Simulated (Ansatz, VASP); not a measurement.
# MoS2 in two plane-wave programs, part 2 of 2

One calculation is typed for both programs; each brings its own data sets. How far apart do they land? The cell is taken from a series of runs on this material, whose earlier steps may have relaxed, scaled, displaced or heated it; both programs get it as it stands. Valence electrons are named where the data sets of a main pair hold unlike numbers.

VASP 6.6.1 and Ansatz 0.2.0.

So far: Set-up; Ansatz: single point, LDA; VASP: single point, LDA; Differences; Further runs.

### 6. VASP: single point, PBEsol, spin-orbit coupling

Level of this step: PBEsol, spin-orbit coupling, no spin polarisation; plane waves and PAW (S_GW, Mo_sv_GW) (VASP).

With cell and atoms fixed, the geometry can't cause a difference; cores, projectors, grids and the points listed under the comparison can.

The input, INCAR:

```
SYSTEM = MoS2
PREC = Accurate
ENCUT = 560
EDIFF = 1E-06
NELM = 100
ISMEAR = 0
SIGMA = 0.05
LREAL = .FALSE.
ALGO = Normal
GGA = PS
LNONCOLLINEAR = .TRUE.
MAGMOM = 0 0 0 0 0 0 0 0 0
NBANDS = 38
GGA_COMPAT = .FALSE.
LASPH = .TRUE.
LSORBIT = .TRUE.
LMAXMIX = 4
LORBIT = 11
LWAVE = .FALSE.
LCHARG = .FALSE.
KPAR = 2
ISIF = 0
LDIPOL = .TRUE.
IDIPOL = 3
DIPOL = 0.5 0.5 0.5
LVHAR = .TRUE.
```

The input, POSCAR:

```
MoS2
1.0
    3.1690000000      0.0000000000      0.0000000000
   -1.5845000000      2.7444345050      0.0000000000
    0.0000000000      0.0000000000     18.1302960000
S Mo
2 1
Direct
    0.6666666670      0.3333333330      0.5863277690
    0.6666666670      0.3333333330      0.4136722310
    0.3333333330      0.6666666670      0.5000000000
```

The input, KPOINTS:

```
Automatic mesh
0
Gamma
9 9 1
0 0 0
```

Potentials, in the order of the species: S_GW and Mo_sv_GW (PBE family, release 64).

Started as:

```
$ mpirun -np 2 vasp_ncl
```

Numbers of over 12 decimals in the logs are rounded to 6 here.

Log:

```text
[banner, memory and clock lines left out]
running    2 mpi-ranks, on    1 nodes
[...]
[... a notice as in an earlier step ...]

 LDA part: xc-table for (Slater+PW92), standard interpolation
 POSCAR, INCAR and KPOINTS ok, starting setup
[...]
entering main loop
       N       E                     dE             d eps       ncg     rms          rms(c)
DAV:   1     0.259558832978E+03    0.25956E+03   -0.12509E+04  1668   0.119E+03
DAV:   2     0.102945307682E+02   -0.24926E+03   -0.23617E+03  2194   0.471E+02
DAV:   3    -0.253047541684E+02   -0.35599E+02   -0.35309E+02  2088   0.153E+02
DAV:   4    -0.278415990868E+02   -0.25368E+01   -0.25216E+01  2576   0.547E+01
[...]
DAV:  22    -0.243577201338E+02   -0.33476E-05   -0.13222E-07  1322   0.287E-03    0.234E-04
DAV:  23    -0.243577218600E+02   -0.17262E-05   -0.82631E-08  1212   0.216E-03    0.183E-04
DAV:  24    -0.243577227582E+02   -0.89822E-06   -0.68189E-08  1120   0.202E-03
   1 F= -.24357723E+02 E0= -.24357723E+02  d E =-.521155E-12  mag=    -0.0000     0.0000    -0.0000
```

OUTCAR, selected parts (step 6):

```text
 POSITION                                       TOTAL-FORCE (eV/Angst)
 -----------------------------------------------------------------------------------
      1.58450      0.91481     10.63030         0.000000      0.000000     -0.292715
      1.58450      0.91481      7.50000         0.000000     -0.000000      0.292715
     -0.00000      1.82962      9.06515        -0.000000      0.000000      0.000000
 -----------------------------------------------------------------------------------
    total drift:                                0.000004     -0.000002     -0.000000

  FREE ENERGIE OF THE ION-ELECTRON SYSTEM (eV)
  ---------------------------------------------------
  free  energy   TOTEN  =       -24.3577227582 eV

  energy  without entropy=      -24.3577227582  energy(sigma->0) =      -24.35772276

 magnetization (x)
# of ion       s       p       d       f       tot
--------------------------------------------------
    1       -0.000   0.000   0.000   0.000  -0.000
    2        0.000   0.000  -0.000   0.000   0.000
    3       -0.000  -0.000   0.000   0.000  -0.000
--------------------------------------------------
tot         -0.000   0.000  -0.000   0.000   0.000

 magnetization (y)
# of ion       s       p       d       f       tot
--------------------------------------------------
    1        0.000  -0.000   0.000   0.000  -0.000
    2        0.000   0.000   0.000   0.000   0.000
    3       -0.000   0.000  -0.000   0.000  -0.000
--------------------------------------------------
tot         -0.000   0.000  -0.000   0.000  -0.000

 magnetization (z)
# of ion       s       p       d       f       tot
--------------------------------------------------
    1       -0.000   0.000   0.000   0.000   0.000
    2       -0.000  -0.000  -0.000   0.000  -0.000
    3        0.000   0.000   0.000   0.000   0.000
--------------------------------------------------
tot         -0.000   0.000  -0.000   0.000  -0.000

[... 3 further parts left out ...]
[key lines of the parts left out:]
E-fermi :  -1.3686
```

The PAW data sets were made with PBE, which is usual practice but a small mismatch for other functionals.

### 7. Ansatz: single point, PBEsol, spin-orbit coupling

The same cell, functional, mesh and smearing now go to Ansatz, which takes its cutoff from its data sets.

The cell is taken from a series of runs on this material, whose earlier steps may have relaxed, scaled, displaced or heated it; both programs get it as it stands.

The input, input.yaml:

```yaml
crystal:
  lattice:
    - [3.169, 0.0, 0.0]
    - [-1.5845, 2.744434505, 0.0]
    - [0.0, 0.0, 18.130296]
  atoms:
    - { symbol: S, position: [0.666666667, 0.333333333, 0.586327769] }
    - { symbol: S, position: [0.666666667, 0.333333333, 0.413672231] }
    - { symbol: Mo, position: [0.333333333, 0.666666667, 0.5] }
hamiltonian:
  xc: pbesol
  pseudopotentials: { kind: paw_fr }
magnetization:
  noncollinear: true
  spin_orbit: true
kpoints:
  mp_grid: { grid: [9, 9, 1] }
scf:
  occupations: { method: gaussian, width: 0.05 }
  n_extra_bands: 8
efield:
  axis: 3
  dipole_correction: true
  ramp_width: 0.04
output:
  forces: true
  eigenvalues: true
```

Started as:

```
$ ansatz run input.yaml --threads 2 --pin off --max-ram 4608MiB --backend cpu --events-out ev --progress --plain --runs-dir out
```

Log:

```text
[...]
non-collinear run that drives no moment, with spin-orbit: no starting moment large enough to seed its density (crystal.atoms[].spin), no starting occupations that ask for one, no magnetisation constraint and no magnetic field, so the semilocal B_xc is pinned to zero
Crystal: 3 atoms, lattice volume = 157.681 Å³
[...]
k-point 1: bands = [... 22 lower, -1.5694, -1.5694, -0.6240, -0.6240, 2.0809, 2.0809, 2.1360, 2.1360, ... 4 higher]
  k-point 2: bands = [... 22 lower, -1.7085, -1.7085, -1.0846, -1.0846, 1.6761, 1.6761, 1.9843, 1.9843, ... 4 higher]
  k-point 11: bands = [... 22 lower, -2.6556, -2.6320, -0.5751, -0.4280, 1.2216, 1.2244, 2.5191, 2.5519, ... 4 higher]
[key lines of the parts left out:]
SCF converged after 10 iterations
Magnetization: |M| = 0.0000 μB,  M = (+0.0000, +0.0000, +0.0000) μB
Free energy (F): -6671.284522 eV
Fermi energy:    0.396728 eV
Dipole field:    D = -0.000034 V/Å  (p = -0.000029 e·Å, saw-weighted, corrected)
Work function:   Φ+ = 5.0818 eV   Φ− = 5.0812 eV
```

### 8. Comparison

What differs besides the data sets and the points named for the pairs above, as far as they apply: spin-orbit coupling enters by fully relativistic files in Ansatz and inside the spheres in VASP; the cutoff is 420 eV in Ansatz and 560 eV in VASP; Ansatz makes its cores anew for this functional, VASP keeps those of its PBE data sets. Total energies have different zeros and are not compared.

The two programs side by side:

```tsv
quantity	Ansatz	VASP	difference
gap on the k mesh (eV)	1.650	1.650	-0.001
```

Forces (eV/Å; atoms numbered as in POSCAR):

```tsv
atom	Ansatz x, y, z	VASP x, y, z
S1	0.000, 0.000, -0.312	0.000, 0.000, -0.293
S2	0.000, 0.000, 0.312	0.000, 0.000, 0.293
Mo3	0.000, 0.000, 0.000	0.000, 0.000, 0.000
```

The forces differ by 9.0 meV/Å r.m.s., which is 6.5 % of the r.m.s. force of 0.138 eV/Å (both taken over all components). A gap on the mesh is an upper bound, since the band edges may lie between its points. With vacuum in the cell, a pressure given here is an average over mostly empty space and none of the material.

### 9. What the set-up changes

Further runs change the set-up of one program: Ansatz's method, potentials or start, or VASP's data sets, cutoff or form of LDA. The table gives Ansatz less VASP for each quantity, since a change that brings one quantity closer may part another.

```tsv
run	r.m.s. force difference (meV/Å)	gap on the k mesh (eV)
as above	9	-8.1e-4
VASP with the data sets S_h and Mo_sv and a cutoff of 650 eV	9.2	-0.0039
```

### 10. Outcome

| Property | Result |
| --- | --- |
| r.m.s. force difference (single point, LDA) | 0.095 % of the r.m.s. force |
| r.m.s. force difference (single point, PBEsol, spin-orbit coupling) | 9 meV/Å |

The r.m.s. force difference is 9 meV/Å (single point, PBEsol, spin-orbit coupling), within the 12 meV/Å picked in this series as the mark of a large difference. VASP's data sets differ among the pairs, so a change from pair to pair isn't the functional's or the coupling's alone. Single point, LDA, VASP with GGA = CA, the Perdew-Zunger form of LDA: r.m.s. force difference goes from 0.25 to 7.9 meV/Å. Single point, LDA, VASP with the data sets S_GW and Mo_sv_GW, a cutoff of 560 eV and GGA = CA, the Perdew-Zunger form of LDA: r.m.s. force difference goes from 0.25 to 18 meV/Å; the difference in gap on the k mesh goes from -0.0064 to -0.0032 eV. Single point, LDA, VASP with the data sets S_h and Mo_sv, a cutoff of 650 eV and GGA = CA, the Perdew-Zunger form of LDA: r.m.s. force difference goes from 0.25 to 19 meV/Å. Single point, PBEsol, spin-orbit coupling, VASP with the data sets S_h and Mo_sv and a cutoff of 650 eV: the difference in gap on the k mesh goes from -8.1e-4 to -0.0039 eV. How closely two codes agree says nothing of how well the functional describes the real material.

[Lines on the potential files, build, host, timing and source positions are cut from VASP's logs without a mark.]

[Logs are printed without paths, hosts, clocks, repeated set-up lines and the standing remarks that a program may print on its own settings, such as how far it seeks lower states.]

[Hosts, paths, dates, database ids (printed as entryN), source tags and the programs' standing remarks are cut or masked in the printed files.]
